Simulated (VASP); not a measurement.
Data:

```
CELL_PARAMETERS angstrom
      0.00000     3.40368     3.40368
      3.40368     0.00000     3.40368
      3.40368     3.40368     0.00000
ATOMIC_POSITIONS crystal
  La 0.00000 0.00000 0.00000
  As 0.25000 0.25000 0.25000
```

These are PBE GGA, VASP's PBE PAW potentials (set 64) (plane waves; VASP) values and carry that method's errors. Settings: 400 eV cut-off, Gaussian smearing of 0.050 eV, potentials La As.

Estimate the band gap (along the path) with the smallest direct gap where there is one.

| Item | Value |
|---|---|
| band gap (along the path) | 1.44 eV |
| smallest direct gap (along the path) | 1.44 eV |

Only differences to runs with the same potentials and settings are physical.

The structure was generated: LaAs was put into the zinc blende type (F-43m), which need not be its known phase. It was relaxed first, which changed the volume by -26 %.
